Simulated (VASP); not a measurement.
An input for Quantum ESPRESSO's pw.x (written as the equivalent of a VASP run, and not itself run):

```
&CONTROL
  calculation = 'vc-relax'
  pseudo_dir = './pseudo'
  outdir = './out'
  tprnfor = .true.
  tstress = .true.
  nstep = 60
  forc_conv_thr = 0.00039
/
&SYSTEM
  ibrav = 0
  nat = 2
  ntyp = 2
  ecutwfc = 80
  occupations = 'smearing'
  smearing = 'gaussian'
  degauss = 0.003675
  input_dft = 'pbesol'
/
&ELECTRONS
  conv_thr = 7.3e-08
  electron_maxstep = 100
/
&IONS
/
&CELL
/
ATOMIC_SPECIES
  Y 88.906 Y.upf
  Sb 121.760 Sb.upf
CELL_PARAMETERS angstrom
    -0.0000000    3.4309599    3.4309599
     3.4309599    0.0000000    3.4309599
     3.4309599    3.4309599   -0.0000000
ATOMIC_POSITIONS crystal
  Y    0.0000000  0.0000000  0.0000000
  Sb   0.2500000  0.2500000  0.2500000
K_POINTS automatic
  6 6 6 0 0 0
```

**Question.** Translate this input to VASP (INCAR, KPOINTS, POSCAR, choice of POTCAR).

**Answer.** One answer among several that fit: 
### POSCAR
```
YSb
1
   -0.0000000000     3.4309598525     3.4309598525
    3.4309598525     0.0000000000     3.4309598525
    3.4309598525     3.4309598525    -0.0000000000
Y Sb
1 1
Direct
  0.0000000000   0.0000000000   0.0000000000
  0.2500000000   0.2500000000   0.2500000000
```

KPOINTS:
```
Automatic mesh
0
Gamma
6 6 6
0 0 0
```

### INCAR
```
SYSTEM = YSb
PREC = Accurate; ENCUT = 400; LREAL = F
LASPH = T
EDIFF = 1E-6; NELM = 100; ALGO = Normal
LMAXMIX = 4
ISMEAR = 0; SIGMA = 0.05
GGA = PS
IBRION = 2; NSW = 60; ISIF = 3
EDIFFG = -0.01
LWAVE = F; LCHARG = F
```

POTCAR, in this order: Y_sv Sb (PBE.64 set). Program: vasp_std.

Limits of the translation: the potentials are each code's own (VASP's PAW set, PseudoDojo norm-conserving files in pw.x), so ENCUT and ecutwfc are chosen apart and not converted; conv_thr bounds pw.x's estimated SCF error, while EDIFF bounds the energy change between steps; forc_conv_thr acts on force components and is met together with etot_conv_thr.

The structure was generated: YSb was put into the zinc blende type (F-43m), which need not be its known phase. It was relaxed first, which changed the volume by -26 %. The start is the result of an earlier pass.
